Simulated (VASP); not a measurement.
# BaLiF3 (P4/mmm) in VASP: notebook, part 2 of 2

VASP 6.6.1.

### 3 Single point, LDA (strain +0.030 along x and y, +0.000 along z, atoms carried along)

Contents of INCAR:

```
SYSTEM = BaLiF3
PREC     = Accurate       ! precision mode
ENCUT    = 520            ! plane-wave cutoff, eV
EDIFF    = 1E-6           ! SCF threshold, eV
ISMEAR   = 0              ! smearing method
SIGMA    = 0.05           ! smearing width, eV
LREAL    = .FALSE.        ! projectors in reciprocal space
LASPH    = .TRUE.         ! aspherical terms in the spheres
NELM     = 100            ! most SCF steps
ALGO     = Normal         ! electronic algorithm
ISIF     = 2              ! what is computed and relaxed
LWAVE    = .FALSE.        ! write WAVECAR
LCHARG   = .FALSE.        ! write CHGCAR
GGA      = CA             ! functional
NBANDS   = 25             ! bands
```

Contents of KPOINTS:

```
Automatic mesh
0
G
  6 6 6
  0 0 0
```

Contents of POSCAR:

```
BaLiF3
1.0
    4.1082390892      0.0000000000      0.0000000000
    0.0000000000      4.1082390892      0.0000000000
    0.0000000000      0.0000000000      3.9885816400
Ba Li F
1 1 3
Direct
    0.0000000000      0.0000000000      0.0000000000
    0.5000000000      0.5000000000      0.5000000000
    0.0000000000      0.5000000000      0.5000000000
    0.5000000000      0.5000000000      0.0000000000
    0.5000000000      0.0000000000      0.5000000000
```

Potentials or basis: VASP PAW LDA potentials, release 64 (Ba_sv, Li_sv, F).

Run with:

```bash
> cat potpaw_LDA.64/Ba_sv/POTCAR potpaw_LDA.64/Li_sv/POTCAR potpaw_LDA.64/F/POTCAR > POTCAR
> mpirun -np 1 vasp_std > vasp.out
```

OUTCAR:

```text
SYSTEM = BaLiF3
   PREC = Accurate
   ENCUT = 520
   EDIFF = 1E-6
   ISMEAR = 0
   LREAL = .FALSE.
   LASPH = .TRUE.
   NELM = 100
   ISIF = 2
   GGA = CA

 ion  position               nearest neighbor table
   1  0.000  0.000  0.000-   3 2.86   5 2.86   3 2.86   5 2.86   3 2.86   3 2.86   5 2.86   5 2.86
                             4 2.90   4 2.90   4 2.90   4 2.90   2 3.52   2 3.52   2 3.52   2 3.52
   2  0.500  0.500  0.500-   4 1.99   4 1.99   5 2.05   3 2.05   5 2.05   3 2.05   1 3.52   1 3.52
                             1 3.52   1 3.52   1 3.52   1 3.52   1 3.52   1 3.52
   3  0.000  0.500  0.500-   2 2.05   2 2.05   1 2.86   1 2.86   1 2.86   1 2.86
   4  0.500  0.500  0.000-   2 1.99   2 1.99   1 2.90   1 2.90   1 2.90   1 2.90
   5  0.500  0.000  0.500-   2 2.05   2 2.05   1 2.86   1 2.86   1 2.86   1 2.86

  LATTYP: Found a simple tetragonal cell.
 ALAT       =     4.1082390892
 C/A-ratio  =     0.9708737864

  Lattice vectors:

 A1 = (   4.1082390892,   0.0000000000,   0.0000000000)
 A2 = (   0.0000000000,   4.1082390892,   0.0000000000)
 A3 = (   0.0000000000,   0.0000000000,   3.9885816400)

Analysis of symmetry for initial positions (statically):
=====================================================================
 Subroutine PRICEL returns:
 Original cell was already a primitive cell.

 Routine SETGRP: Setting up the symmetry group for a
 simple tetragonal supercell.

 Subroutine GETGRP returns: Found 16 space group operations
 (whereof 16 operations were pure point group operations)
 out of a pool of 16 trial point group operations.

The static configuration has the point symmetry D_4h.

Analysis of symmetry for dynamics (positions and initial velocities):
=====================================================================
 Subroutine PRICEL returns:
 Original cell was already a primitive cell.

 Routine SETGRP: Setting up the symmetry group for a
 simple tetragonal supercell.

 Subroutine GETGRP returns: Found 16 space group operations
 (whereof 16 operations were pure point group operations)
 out of a pool of 16 trial point group operations.

The dynamic configuration has the point symmetry D_4h.

 Subroutine INISYM returns: Found 16 space group operations
 (whereof 16 operations are pure point group operations),
 and found     1 'primitive' translations

----------------------------------------------------------------------------------------

                                     Primitive cell

  volume of cell :      67.3178

  direct lattice vectors                    reciprocal lattice vectors
     4.108239089  0.000000000  0.000000000     0.243413292  0.000000000  0.000000000
     0.000000000  4.108239089  0.000000000     0.000000000  0.243413292  0.000000000
     0.000000000  0.000000000  3.988581640     0.000000000  0.000000000  0.250715691

  length of vectors
     4.108239089  4.108239089  3.988581640     0.243413292  0.243413292  0.250715691

  position of ions in fractional coordinates (direct lattice)
     0.000000000  0.000000000  0.000000000
     0.500000000  0.500000000  0.500000000
     0.000000000  0.500000000  0.500000000
[... 36 lines left out ...]

 Following reciprocal coordinates:
            Coordinates               Weight
  0.000000  0.000000  0.000000      1.000000
  0.166667  0.000000  0.000000      4.000000
  0.333333  0.000000  0.000000      4.000000
  0.500000  0.000000  0.000000      2.000000
  0.166667  0.166667  0.000000      4.000000
  0.333333  0.166667  0.000000      8.000000
[... 16 lines left out ...]
  0.333333  0.000000  0.333333      8.000000
  0.500000  0.000000  0.333333      4.000000
 [... further k-points ...]
   k-points           NKPTS =     40   k-points in BZ     NKDIM =     40   number of bands    NBANDS=     25
   number of dos      NEDOS =    301   number of ions     NIONS =      5
   total plane-waves  NPLWV =  30720
   dimension x,y,z NGX =    32 NGY =   32 NGZ =   30
   dimension x,y,z NGXF=    64 NGYF=   64 NGZF=   60
   ions per type =               1   1   3
   NGX,Y,Z   is equivalent  to a cutoff of  12.95, 12.95, 12.50 a.u.
   NGXF,Y,Z  is equivalent  to a cutoff of  25.90, 25.90, 25.01 a.u.
 SYSTEM =  BaLiF3
   PREC   = accura    normal or accurate (medium, high low for compatibility)
   ISTART =      0    job   : 0-new  1-cont  2-samecut
   ICHARG =      2    charge: 1-file 2-atom 10-const
   ISPIN  =      1    spin polarized calculation?
   LNONCOLLINEAR =      F non collinear calculations
   LSORBIT =      F    spin-orbit coupling
   LASPH  =      T    aspherical Exc in radial PAW
   ENCUT  =  520.0 eV  38.22 Ry    6.18 a.u.   7.64  7.64  7.42*2*pi/ulx,y,z
   NELM   =    100;   NELMIN=  2; NELMDL= -5     # of ELM steps
   EDIFF  = 0.1E-05   stopping-criterion for ELM
   LREAL  =      F    real-space projection
   EDIFFG = 0.1E-04   stopping-criterion for IOM
   NSW    =      0    number of steps for IOM
   IBRION =     -1    ionic relax: 0-MD 1-quasi-New 2-CG
   NFREE  =      0    steps in history (QN), initial steepest desc. (CG)
   ISIF   =      2    stress and relaxation
   ISYM   =      2    0-nonsym 1-usesym 2-fastsym
   POTIM  = 0.5000    time-step for ionic-motion
   TEBEG  =    0.0;   TEEND  =   0.0 temperature during run
   PSTRESS=    0.0 pullay stress
   NELECT =      34.0000    total number of electrons
   NUPDOWN=      -1.0000    fix difference up-down
   EMIN   =  10.00;   EMAX   =-10.00  energy-range for DOS
   EFERMI =   0.00;   METHOD = LEGACY
   ISMEAR =     0;   SIGMA  =   0.05  broadening in eV -4-tet -1-fermi 0-gaus
   EFERMI_NEDOS =   21; number of points for ismear=-14 and -15
   IALGO  =     38    algorithm
   IMIX   =      4    mixing-type and parameters
     AMIX     =   0.40;   BMIX     =  1.00
     AMIX_MAG =   1.60;   BMIX_MAG =  1.00
  volume/ion in A,a.u.               =      13.46        90.86
  Fermi-wavevector in a.u.,A,eV,Ry     =   1.303741  2.463712 23.126358  1.699739
  Thomas-Fermi vector in A             =   2.434723
   LORBIT       =      0    0 simple, 1 ext, 2 COOP (PROOUT), +10 PAW based schemes
   GGA     = CA    functional components
   LHFCALC =     F    Hartree Fock is set to
   AEXX    =    0.0000 exact exchange contribution
   IVDW    =     0    specifies the selected vdW correction
   LEPSILON=     F    determine dielectric tensor
   LRPA    =     F    only Hartree local field effects (RPA)
 non-spin polarized calculation
 Gauss-broadening in eV      SIGMA  =   0.05
  energy-cutoff  :      520.00
  volume of cell :       67.32
 maximum number of plane-waves:      1831
 NGX is ok and might be reduce to    32
   NGX = 15   NGY = 15   NGZ = 15

 number of electron      34.0000005 magnetization

 Free energy of the ion-electron system (eV)
  ---------------------------------------------------
  ext. energy  EPLUGINS =         0.00000000
  ---------------------------------------------------
  free energy    TOTEN  =       -29.05565874 eV

  energy without entropy =      -29.05565874  energy(sigma->0) =      -29.05565874

 E-fermi :  -0.8224     XC(G=0): -10.4396

 val. band max:       -1.1725810663   @ k =   0.0000   0.0000   0.0000
 cond. band min:       5.0532856106   @ k =   0.0000   0.0000   0.0000
 fundamental gap:      6.2258666769
 Fermi energy:        -0.8223874732

 k-point     1 :       0.0000    0.0000    0.0000
  band No.  band energies     occupation
      1     -40.9236      2.00000
      2     -24.7450      2.00000
      3     -20.3042      2.00000
      4     -19.9533      2.00000
      5     -19.8473      2.00000
      6      -9.7984      2.00000
[... 661 lines left out ...]
     24      11.4226      0.00000
     25      13.5242      0.00000

 [... further k-points ...]

------------------------ aborting loop because EDIFF is reached ----------------------------------------

  FORCE on cell =-STRESS in cart. coord.  units (eV):
  Direction    XX          YY          ZZ          XY          YZ          ZX
  --------------------------------------------------------------------------------------
  -------------------------------------------------------------------------------------
  Total       -3.8411800     -3.8411800     -3.0024459      0.0000000      0.0000000      0.0000000
  in kB      -91.4208664    -91.4208664    -71.4588248      0.0000000      0.0000000      0.0000000
  external PRESSURE =     -84.7668525 kB  Pullay stress =       0.0000000 kB

 VOLUME and BASIS-vectors are now :
 -----------------------------------------------------------------------------
  energy-cutoff  :      520.00
  volume of cell :       67.32
      direct lattice vectors                 reciprocal lattice vectors
     4.108239089  0.000000000  0.000000000     0.243413292  0.000000000  0.000000000
     0.000000000  4.108239089  0.000000000     0.000000000  0.243413292  0.000000000
     0.000000000  0.000000000  3.988581640     0.000000000  0.000000000  0.250715691

 POSITION                                       TOTAL-FORCE (eV/Angst)
 -----------------------------------------------------------------------------------
      0.00000      0.00000      0.00000         0.000000      0.000000      0.000000
      2.05412      2.05412      1.99429         0.000000      0.000000      0.000000
      0.00000      2.05412      1.99429         0.000000      0.000000      0.000000
      2.05412      2.05412      0.00000         0.000000      0.000000      0.000000
      2.05412      0.00000      1.99429         0.000000      0.000000      0.000000
 -----------------------------------------------------------------------------------
    total drift:                                0.000000     -0.000000     -0.000000

  FREE ENERGIE OF THE ION-ELECTRON SYSTEM (eV)
  ---------------------------------------------------
  free  energy   TOTEN  =       -29.0556587371 eV

  energy  without entropy=      -29.0556587371  energy(sigma->0) =      -29.05565874
```

Wall time 43 s (1 thread of Intel Xeon Platinum 8488C (Sapphire Rapids), shared host); peak memory 0.19 GiB.

What came out:

```
Free energy            : -29.0557 eV
Band gap on the k mesh : 6.23 eV, direct
```

Levels at points of the mesh, in eV from the valence-band top:
```csv
k point,band 13,band 14,band 15,band 16,band 17,band 18,band 19,band 20,band 21,band 22
"(0.00, 0.00, 0.00)",-0.73,-0.73,-0.02,0.00,0.00,6.23,6.51,7.34,9.38,9.56
"(0.50, 0.00, 0.00)",-1.02,-0.77,-0.75,-0.44,-0.32,7.57,8.08,9.93,10.15,10.41
"(0.50, 0.50, 0.00)",-1.25,-0.58,-0.58,-0.28,-0.24,8.42,8.51,10.45,10.45,11.77
"(0.00, 0.00, 0.50)",-0.96,-0.67,-0.67,-0.50,-0.50,7.95,8.22,9.84,10.24,10.24
"(0.50, 0.00, 0.50)",-1.15,-0.65,-0.62,-0.15,-0.10,8.41,8.88,10.21,10.24,11.87
"(0.50, 0.50, 0.50)",-0.23,-0.22,-0.12,-0.05,-0.05,7.63,7.63,7.67,11.32,11.58
```

Caveat: the cutoff is under 1.25 times the usual one of these potentials, so pressure, stress and relaxed cells hold a basis-set (Pulay) error; spin-orbit coupling is left out, which moves the levels of the heavy elements.

### 4 Single point, LDA (strain +0.015 along x and y, -0.030 along z, atoms carried along)

Contents of INCAR:

```
ALGO     = Normal         # electronic algorithm
EDIFF    = 1E-7           # SCF threshold, eV
ENCUT    = 520            # plane-wave cutoff, eV
GGA      = CA             # functional
ISIF     = 2              # what is computed and relaxed
ISMEAR   = 0              # smearing method
LASPH    = True           # aspherical terms in the spheres
LCHARG   = False          # write CHGCAR
LREAL    = False          # projectors in reciprocal space
LWAVE    = False          # write WAVECAR
NBANDS   = 25             # bands
NELM     = 100            # most SCF steps
PREC     = Accurate       # precision mode
SIGMA    = 0.05           # smearing width, eV
```

Contents of KPOINTS:

```
k-points
0
Gamma
  6 6 6
```

Edit POSCAR of step 3 so:

```diff
@@ -2,5 +2,5 @@
 1.0
-    4.1082390892      0.0000000000      0.0000000000
-    0.0000000000      4.1082390892      0.0000000000
-    0.0000000000      0.0000000000      3.9885816400
+    4.0484103646      0.0000000000      0.0000000000
+    0.0000000000      4.0484103646      0.0000000000
+    0.0000000000      0.0000000000      3.8689241908
 Ba Li F
```

Run with:

```bash
> cat potpaw_LDA.64/Ba_sv/POTCAR potpaw_LDA.64/Li_sv/POTCAR potpaw_LDA.64/F/POTCAR > POTCAR
> mpirun -np 1 vasp_std > vasp.out
```

Run time: 47 s. Hardware: 1 thread of Intel Xeon Platinum 8488C (Sapphire Rapids), shared host; peak memory 0.18 GiB.

Results (log left out):

```yaml
Free_energy: -29.2018 eV
Band_gap_on_the_k_mesh: 6.21 eV, direct
```

Levels at points of the mesh, in eV from the valence-band top:
| k point | band 15 | band 16 | band 17 | band 18 | band 19 | band 20 |
| --- | --- | --- | --- | --- | --- | --- |
| (0.00, 0.00, 0.00) | -0.04 | 0.00 | 0.00 | 6.21 | 6.68 | 7.86 |
| (0.50, 0.00, 0.00) | -0.82 | -0.53 | -0.34 | 7.67 | 8.41 | 10.27 |
| (0.50, 0.50, 0.00) | -0.60 | -0.41 | -0.33 | 8.64 | 8.73 | 10.94 |
| (0.00, 0.00, 0.50) | -0.72 | -0.63 | -0.63 | 8.30 | 8.63 | 10.11 |
| (0.50, 0.00, 0.50) | -0.64 | -0.19 | -0.12 | 8.70 | 9.25 | 10.55 |
| (0.50, 0.50, 0.50) | -0.14 | -0.07 | -0.07 | 7.84 | 7.84 | 7.90 |

Caveat: the cutoff is under 1.25 times the usual one of these potentials, so pressure, stress and relaxed cells hold a basis-set (Pulay) error; spin-orbit coupling is left out, which moves the levels of the heavy elements. A k mesh can miss the band edges.

### 5 Single point, LDA (strain -0.030 along x and y, -0.030 along z, atoms carried along)

Contents of INCAR:

```
PREC     = Accurate       # precision mode
ENCUT    = 520            # plane-wave cutoff, eV
EDIFF    = 1E-7           # SCF threshold, eV
ISMEAR   = 0              # smearing method
SIGMA    = 0.05           # smearing width, eV
LREAL    = False          # projectors in reciprocal space
LASPH    = True           # aspherical terms in the spheres
NELM     = 100            # most SCF steps
ALGO     = Normal         # electronic algorithm
ISIF     = 2              # what is computed and relaxed
LWAVE    = False          # write WAVECAR
LCHARG   = False          # write CHGCAR
GGA      = CA             # functional
NBANDS   = 25             # bands
```

Contents of KPOINTS:

```
regular mesh
0
Gamma
  6 6 6
```

Edit POSCAR of step 4 so:

```diff
@@ -2,4 +2,4 @@
 1.0
-    4.0484103646      0.0000000000      0.0000000000
-    0.0000000000      4.0484103646      0.0000000000
+    3.8689241908      0.0000000000      0.0000000000
+    0.0000000000      3.8689241908      0.0000000000
     0.0000000000      0.0000000000      3.8689241908
```

Run with:

```bash
> cat potpaw_LDA.64/Ba_sv/POTCAR potpaw_LDA.64/Li_sv/POTCAR potpaw_LDA.64/F/POTCAR > POTCAR
> mpirun -np 1 vasp_std > vasp.out
```

It took 23 s on 1 thread of Intel Xeon Platinum 8488C (Sapphire Rapids), shared host; peak memory 0.16 GiB.

Results (log left out):

| Item | Value |
| --- | --- |
| Free energy | -29.2620 eV |
| Band gap on the k mesh | 6.58 eV, direct |

Levels at points of the mesh, in eV from the valence-band top:
| k point | band 15 | band 16 | band 17 | band 18 | band 19 | band 20 |
| --- | --- | --- | --- | --- | --- | --- |
| (0.00, 0.00, 0.00) | 0.00 | 0.00 | 0.00 | 6.58 | 6.58 | 8.76 |
| (0.50, 0.00, 0.00) | -0.87 | -0.61 | -0.61 | 8.27 | 9.00 | 10.71 |
| (0.50, 0.50, 0.00) | -0.62 | -0.31 | -0.28 | 9.28 | 9.54 | 11.36 |
| (0.50, 0.50, 0.50) | -0.23 | -0.23 | -0.23 | 8.27 | 8.27 | 8.27 |

Caveat: the cutoff is under 1.25 times the usual one of these potentials, so pressure, stress and relaxed cells hold a basis-set (Pulay) error; spin-orbit coupling is left out, which moves the levels of the heavy elements.

### 6 Overview

| cell | gap on the mesh (eV) |
| --- | --- |
| strain +0.015 along x and y, -0.015 along z, atoms carried along | 6.29 |
| strain +0.030 along x and y, +0.000 along z, atoms carried along | 6.23 |
| strain +0.015 along x and y, -0.030 along z, atoms carried along | 6.21 |
| strain -0.030 along x and y, -0.030 along z, atoms carried along | 6.58 |

Alike in all rows: task single point; level LDA; potentials or basis VASP PAW LDA potentials, release 64 (Ba_sv, Li_sv, F); no spin polarisation; k mesh 6 × 6 × 6; cutoff (eV) 520; smearing gaussian 0.05 eV.

Caveats: the cutoff is under 1.25 times the usual one of these potentials, so pressure, stress and relaxed cells hold a basis-set (Pulay) error; spin-orbit coupling is left out, which moves the levels of the heavy elements.

Total energies depend on the potentials used, so only differences within one code and one set of settings carry meaning.
